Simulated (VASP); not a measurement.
Given:

```
KI
1.0
    0.00000     3.71311     3.71311
    3.71311     0.00000     3.71311
    3.71311     3.71311     0.00000
K I
1 1
Direct
  0.00000   0.00000   0.00000
  0.50000   0.50000   0.50000
```

Computed with RPBE GGA, VASP's PBE PAW potentials (set 64) (plane waves; VASP). Run with 520 eV cut-off, Gaussian smearing of 0.050 eV, potentials K_sv I.

Unless said otherwise, spin-orbit coupling is left out, though it shifts the bands of the heavy elements here.

Task: What does the run give for the band gap (along the path) with the smallest direct gap where there is one?

Result: 
```yaml
band gap (along the path): 3.94 eV
smallest direct gap (along the path): 3.94 eV
```

The compound is KI in the rock salt structure. It was relaxed first, which changed the volume by +16 %.
